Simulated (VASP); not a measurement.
```yaml
crystal:
  lattice:
    - [4.10790, 0.00000, 0.00000]
    - [0.00000, 4.10790, 0.00000]
    - [0.00000, 0.00000, 4.10790]
  atoms:
    - { symbol: K, position: [0.00000, 0.00000, 0.00000] }
    - { symbol: Ta, position: [0.50000, 0.50000, 0.50000] }
    - { symbol: O, position: [0.50000, 0.00000, 0.50000] }
    - { symbol: O, position: [0.00000, 0.50000, 0.50000] }
    - { symbol: O, position: [0.50000, 0.50000, 0.00000] }
```

The numbers are results of PBE GGA, VASP's PBE PAW potentials (set 64) (plane waves; VASP), not measurements. Run with 520 eV cut-off, 6×6×6 Γ-centred mesh, Gaussian smearing of 0.050 eV, potentials K_sv Ta_pv O.

Unless said otherwise, spin-orbit coupling is left out, though it shifts the bands of the heavy elements here.

What does the run give for the energy per atom (σ→0), pressure, band gap (on the k-mesh) with the smallest direct gap where there is one?

- band gap (on the k-mesh) = 1.97 eV
- smallest direct gap (on the k-mesh) = 2.61 eV
- energy per atom (σ→0) = -8.189 eV/atom
- pressure = -96.8 kbar

The compound is KTaO3 in the cubic perovskite structure. This cell is one point of a volume scan, at 1.06 of the reference volume.
